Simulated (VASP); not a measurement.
# BTe3 (P1) in VASP: single point with r2SCAN

Aim: the single point of BTe3 with r2SCAN.

All numbers are computed with VASP 6.6.1; they aren't measurements. Logs are shortened: lines on timing, memory, paths and dates and some standing lists are left out, and cuts for length are marked.

### Step 1. The crystal as given

The typed cell holds 8 atoms: a = 6.749 Å, b = 6.490 Å, c = 7.169 Å, α = 89.76°, β = 88.91°, γ = 120.47°.

The cell was built by a generator and needn't be a form met in nature.

### Step 2. Single point, r2SCAN

The input, POSCAR:

```
BTe3
1.0
    6.7482200100      0.0489483600      0.0638113300
   -3.3317202400      5.5695866200      0.0144051200
    0.0683738300      0.0572990100      7.1689246900
Te B
6 2
Direct
    0.3314510000      0.0090170000      0.2642600000
    0.3116690000      0.3178820000      0.7396320000
    0.9653690000      0.3069350000      0.2957470000
    0.6807150000      0.9970670000      0.7543130000
    0.6655760000      0.6528730000      0.2432170000
    0.9876230000      0.6725990000      0.7622760000
    0.3363050000      0.6546480000      0.2477410000
    0.6329230000      0.3326420000      0.7577970000
```

The input, INCAR.step1:

```
  PREC = Accurate
  ENCUT = 520
  ISMEAR = -1
  SIGMA = 0.0859
  LREAL = F
  LASPH = T
  NELM = 100
  NBANDS = 31
  GGA = PE
  ALGO = Normal
  EDIFF = 1E-4
  LWAVE = T
  LCHARG = F
```

The input, INCAR.step2:

```
  PREC = Accurate
  ENCUT = 520
  EDIFF = 1E-6
  ISMEAR = -1
  SIGMA = 0.0859
  LREAL = F
  LASPH = T
  NELM = 100
  ALGO = Normal
  ISIF = 2
  LWAVE = F
  LCHARG = F
  METAGGA = R2SCAN
  LMIXTAU = T
  NBANDS = 31
  ISTART = 1
```

The input, KPOINTS:

```
Automatic mesh
0
Gamma
  3 3 3
  0.5 0 0.5
```

Potentials or basis: VASP PAW PBE potentials, release 64 (Te, B).

On the command line:

```bash
$ cat potpaw_PBE.64/Te/POTCAR potpaw_PBE.64/B/POTCAR > POTCAR
$ cp INCAR.step1 INCAR
$ mpirun -np 1 vasp_std > vasp.out
$ cp INCAR.step2 INCAR
$ mpirun -np 1 vasp_std > vasp.out
```

OUTCAR:

```text
PREC = Accurate
   ENCUT = 520
   EDIFF = 1E-6
   ISMEAR = -1
   LREAL = F
   LASPH = T
   NELM = 100
   ISIF = 2
   METAGGA = R2SCAN
   ISTART = 1

 ion  position               nearest neighbor table
   1  0.331  0.009  0.264-   7 2.32   5 3.60
   2  0.312  0.318  0.740-   8 2.13   6 3.61   4 3.67
   3  0.965  0.307  0.296-   7 2.39
   4  0.681  0.997  0.754-   8 2.36   6 3.63   2 3.67
   5  0.666  0.653  0.243-   7 2.23   1 3.60
   6  0.988  0.673  0.762-   8 2.29   2 3.61   4 3.63
   7  0.336  0.655  0.248-   5 2.23   1 2.32   3 2.39
   8  0.633  0.333  0.758-   2 2.13   6 2.29   4 2.36

  LATTYP: Found a triclinic cell.
 ALAT       =     6.5762089241
 B/A-ratio  =     0.9868997183
 C/A-ratio  =     1.0902147113
 COS(alpha) =     0.0041821858
 COS(beta)  =     0.0236757358
 COS(gamma) =     0.4665236844

  Lattice vectors:

 A1 = (   3.4164997700,   5.6185349800,   0.0782164500)
 A2 = (  -3.3317202400,   5.5695866200,   0.0144051200)
 A3 = (   0.0683738300,   0.0572990100,   7.1689246900)

Analysis of symmetry for initial positions (statically):
=====================================================================
 Subroutine PRICEL returns:
 Original cell was already a primitive cell.

 Routine SETGRP: Setting up the symmetry group for a
 triclinic supercell.

 Subroutine GETGRP returns: Found  1 space group operations
 (whereof  1 operations were pure point group operations)
 out of a pool of  2 trial point group operations.

The static configuration has the point symmetry C_1 .

Analysis of symmetry for dynamics (positions and initial velocities):
=====================================================================
 Subroutine PRICEL returns:
 Original cell was already a primitive cell.

 Routine SETGRP: Setting up the symmetry group for a
 triclinic supercell.

 Subroutine GETGRP returns: Found  1 space group operations
 (whereof  1 operations were pure point group operations)
 out of a pool of  2 trial point group operations.

The dynamic configuration has the point symmetry C_1 .

 Subroutine INISYM returns: Found  1 space group operations
 (whereof  1 operations are pure point group operations),
 and found     1 'primitive' translations

----------------------------------------------------------------------------------------

                                     Primitive cell

  volume of cell :     270.5697

  direct lattice vectors                    reciprocal lattice vectors
     6.748220010  0.048948360  0.063811330     0.147566867  0.088279793 -0.002113017
    -3.331720240  5.569586620  0.014405120    -0.001283406  0.178782471 -0.001416713
     0.068373830  0.057299010  7.168924690    -0.001310929 -0.001145030  0.139512589

  length of vectors
     6.748699218  6.490058735  7.169479714     0.171970250  0.178792690  0.139523446

  position of ions in fractional coordinates (direct lattice)
     0.331451000  0.009017000  0.264260000
     0.311669000  0.317882000  0.739632000
     0.965369000  0.306935000  0.295747000
     0.680715000  0.997067000  0.754313000
     0.665576000  0.652873000  0.243217000
     0.987623000  0.672599000  0.762276000
     0.336305000  0.654648000  0.247741000
     0.632923000  0.332642000  0.757797000

  ion indices of the primitive-cell ions
   primitive index   ion index
                 1           1
                 2           2
                 3           3
                 4           4
                 5           5
                 6           6
                 7           7
                 8           8

----------------------------------------------------------------------------------------

 KPOINTS: Automatic mesh

Automatic generation of k-mesh.
 Grid dimensions read from file:
 generate k-points for:    3    3    3

 Generating k-lattice:

  Cartesian coordinates                     Fractional coordinates (reciprocal lattice)
     0.049188956  0.029426598 -0.000704339     0.333333333  0.000000000  0.000000000
    -0.000427802  0.059594157 -0.000472238     0.000000000  0.333333333 -0.000000000
    -0.000436976 -0.000381677  0.046504196     0.000000000 -0.000000000  0.333333333

  Length of vectors
     0.057323417  0.059597563  0.046507815

  Shift w.r.t. Gamma in fractional coordinates (k-lattice)
     0.500000000  0.000000000  0.500000000

 Subroutine IBZKPT returns following result:
 ===========================================

 Found     14 irreducible k-points:

 Following reciprocal coordinates:
            Coordinates               Weight
  0.166667  0.000000  0.166667      2.000000
  0.500000  0.000000  0.166667      2.000000
 -0.166667  0.000000  0.166667      2.000000
  0.166667  0.333333  0.166667      2.000000
  0.500000  0.333333  0.166667      2.000000
 -0.166667  0.333333  0.166667      2.000000
  0.166667 -0.333333  0.166667      2.000000
  0.500000 -0.333333  0.166667      2.000000
 -0.166667 -0.333333  0.166667      2.000000
  0.166667  0.000000  0.500000      2.000000
  0.500000  0.000000  0.500000      1.000000
  0.166667  0.333333  0.500000      2.000000
  0.500000  0.333333  0.500000      2.000000
 -0.166667  0.333333  0.500000      2.000000
   k-points           NKPTS =     14   k-points in BZ     NKDIM =     14   number of bands    NBANDS=     31
   number of dos      NEDOS =    301   number of ions     NIONS =      8
   total plane-waves  NPLWV = 129600
   dimension x,y,z NGX =    50 NGY =   48 NGZ =   54
   dimension x,y,z NGXF=   100 NGYF=   96 NGZF=  108
   ions per type =               6   2
   NGX,Y,Z   is equivalent  to a cutoff of  12.32, 12.30, 12.52 a.u.
   NGXF,Y,Z  is equivalent  to a cutoff of  24.63, 24.59, 25.04 a.u.
 SYSTEM =  unknown system
   PREC   = accura    normal or accurate (medium, high low for compatibility)
   ISTART =      1    job   : 0-new  1-cont  2-samecut
   ICHARG =      0    charge: 1-file 2-atom 10-const
   ISPIN  =      1    spin polarized calculation?
   LNONCOLLINEAR =      F non collinear calculations
   LSORBIT =      F    spin-orbit coupling
   LASPH  =      T    aspherical Exc in radial PAW
   ENCUT  =  520.0 eV  38.22 Ry    6.18 a.u.  12.55 12.07 13.33*2*pi/ulx,y,z
   NELM   =    100;   NELMIN=  2; NELMDL=  0     # of ELM steps
   EDIFF  = 0.1E-05   stopping-criterion for ELM
   LREAL  =      F    real-space projection
   EDIFFG = 0.1E-04   stopping-criterion for IOM
   NSW    =      0    number of steps for IOM
   IBRION =     -1    ionic relax: 0-MD 1-quasi-New 2-CG
   NFREE  =      0    steps in history (QN), initial steepest desc. (CG)
   ISIF   =      2    stress and relaxation
   ISYM   =      2    0-nonsym 1-usesym 2-fastsym
   POTIM  = 0.5000    time-step for ionic-motion
   TEBEG  =    0.0;   TEEND  =   0.0 temperature during run
   PSTRESS=    0.0 pullay stress
   NELECT =      42.0000    total number of electrons
   NUPDOWN=      -1.0000    fix difference up-down
   EMIN   =  10.00;   EMAX   =-10.00  energy-range for DOS
   EFERMI =   0.00;   METHOD = LEGACY
   ISMEAR =    -1;   SIGMA  =   0.09  broadening in eV -4-tet -1-fermi 0-gaus
   EFERMI_NEDOS =   21; number of points for ismear=-14 and -15
   IALGO  =     38    algorithm
   IMIX   =      4    mixing-type and parameters
     AMIX     =   0.40;   BMIX     =  1.00
     AMIX_MAG =   1.60;   BMIX_MAG =  1.00
  volume/ion in A,a.u.               =      33.82       228.24
  Fermi-wavevector in a.u.,A,eV,Ry     =   0.879829  1.662635 10.532254  0.774099
  Thomas-Fermi vector in A             =   2.000106
   LORBIT       =      0    0 simple, 1 ext, 2 COOP (PROOUT), +10 PAW based schemes
   METAGGA = R2SCAN    functional components
   LHFCALC =     F    Hartree Fock is set to
   AEXX    =    0.0000 exact exchange contribution
   IVDW    =     0    specifies the selected vdW correction
   LEPSILON=     F    determine dielectric tensor
   LRPA    =     F    only Hartree local field effects (RPA)
 non-spin polarized calculation
  energy-cutoff  :      520.00
  volume of cell :      270.57
 maximum number of plane-waves:      7311
   NGX = 25   NGY = 25   NGZ = 27

 number of electron      42.0000000 magnetization

 Free energy of the ion-electron system (eV)
  ---------------------------------------------------
  ext. energy  EPLUGINS =         0.00000000
  ---------------------------------------------------
  free energy    TOTEN  =      -161.61944311 eV

  energy without entropy =     -161.42745385  energy(sigma->0) =     -161.52344848

 E-fermi :   3.0626     XC(G=0):  -8.8006

 val. band max:        3.0437381756   @ k =   0.1667   0.0000   0.1667
 cond. band min:       3.0973395947   @ k =   0.5000   0.0000   0.1667
 fundamental gap:      0.0536014192
 Fermi energy:         3.0625600070

 k-point     1 :       0.1667    0.0000    0.1667
  band No.  band energies     occupation
      1      -9.2292      2.00000
      2      -8.6455      2.00000
      3      -7.5828      2.00000
      4      -7.3891      2.00000
      5      -7.2741      2.00000
      6      -7.1243      2.00000
[... 23 lines left out ...]
     30       8.5081      0.00000
     31       8.6924      0.00000

 k-point     2 :       0.5000    0.0000    0.1667
  band No.  band energies     occupation
      1      -8.7544      2.00000
      2      -8.4379      2.00000
      3      -8.1487      2.00000
      4      -7.7640      2.00000
      5      -7.4543      2.00000
      6      -7.1867      2.00000
[... 23 lines left out ...]
     30       8.4260      0.00000
     31       9.1987      0.00000

 k-point     3 :      -0.1667    0.0000    0.1667
  band No.  band energies     occupation
      1      -9.2215      2.00000
      2      -8.6573      2.00000
      3      -7.6051      2.00000
      4      -7.3544      2.00000
      5      -7.2981      2.00000
      6      -7.1059      2.00000
[... 363 lines left out ...]
     30       8.1830      0.00000
     31       9.0589      0.00000

 k-point    14 :      -0.1667    0.3333    0.5000
  band No.  band energies     occupation
      1      -8.8714      2.00000
      2      -8.7114      2.00000
      3      -7.6234      2.00000
      4      -7.5748      2.00000
      5      -7.4283      2.00000
      6      -7.3717      2.00000
[... 23 lines left out ...]
     30       8.6786      0.00000
     31       8.9378      0.00000

------------------------ aborting loop because EDIFF is reached ----------------------------------------

  FORCE on cell =-STRESS in cart. coord.  units (eV):
  Direction    XX          YY          ZZ          XY          YZ          ZX
  --------------------------------------------------------------------------------------
  -------------------------------------------------------------------------------------
  Total      -10.9628340    -15.3451792     -1.8363647     -0.9061213      0.2843562      0.5176504
  in kB      -64.9163769    -90.8664165    -10.8740261     -5.3655935      1.6838142      3.0652650
  external PRESSURE =     -55.5522732 kB  Pullay stress =       0.0000000 kB

 VOLUME and BASIS-vectors are now :
 -----------------------------------------------------------------------------
  energy-cutoff  :      520.00
  volume of cell :      270.57
      direct lattice vectors                 reciprocal lattice vectors
     6.748220010  0.048948360  0.063811330     0.147566867  0.088279793 -0.002113017
    -3.331720240  5.569586620  0.014405120    -0.001283406  0.178782471 -0.001416713
     0.068373830  0.057299010  7.168924690    -0.001310929 -0.001145030  0.139512589

 POSITION                                       TOTAL-FORCE (eV/Angst)
 -----------------------------------------------------------------------------------
      2.22473      0.08159      1.91574         0.701176     -1.148488     -0.113421
      1.09469      1.82811      5.32683         0.302010      0.164830      0.092991
      5.51212      1.77370      2.18621         0.905919      0.889160     -0.234846
      1.32324      5.62979      5.46541        -1.018652      0.902719     -0.031251
      2.33289      3.68275      1.79548        -1.121172      0.021216     -0.053836
      4.47591      3.83812      5.53741        -0.641310     -0.892516     -0.012902
      0.10530      3.67678      1.80693        -0.520767      0.194799      0.386073
      3.21465      1.92708      5.47777         1.392796     -0.131719     -0.032808
 -----------------------------------------------------------------------------------
    total drift:                               -0.000019     -0.000026      0.000016

  FREE ENERGIE OF THE ION-ELECTRON SYSTEM (eV)
  ---------------------------------------------------
  free  energy   TOTEN  =      -161.6194431144 eV

  energy  without entropy=     -161.4274538537  energy(sigma->0) =     -161.52344848
```

Run time: 8.1 min. Hardware: 1 thread of Intel Xeon Platinum 8259CL at 2.50GHz (Skylake/Cascade Lake), shared host; peak memory 0.39 GiB.

Results:

| Property | Result |
| --- | --- |
| Free energy | -161.6194 eV |
| Pressure | -5.6 GPa |
| Largest force | 1.399 eV/Å |
| Band gap on the k mesh | none (metal or under the smearing width) |

Forces on the atoms (eV/Å):
```
Te   0.701 -1.148 -0.113
Te   0.302  0.165  0.093
Te   0.906  0.889 -0.235
Te  -1.019  0.903 -0.031
Te  -1.121  0.021 -0.054
Te  -0.641 -0.893 -0.013
B   -0.521  0.195  0.386
B    1.393 -0.132 -0.033
```

Levels at points of the mesh, in eV from the Fermi level:
```csv
k point,band 18,band 19,band 20,band 21,band 22,band 23,band 24,band 25
"(0.50, 0.00, 0.50)",-0.99,-0.88,-0.59,-0.30,-0.14,0.08,0.14,2.59
```

Caveat: the k mesh is coarse (spacing up to 0.37 Å⁻¹), so the values aren't converged; the PAW data sets were made with another functional, which shifts forces and pressure a little.
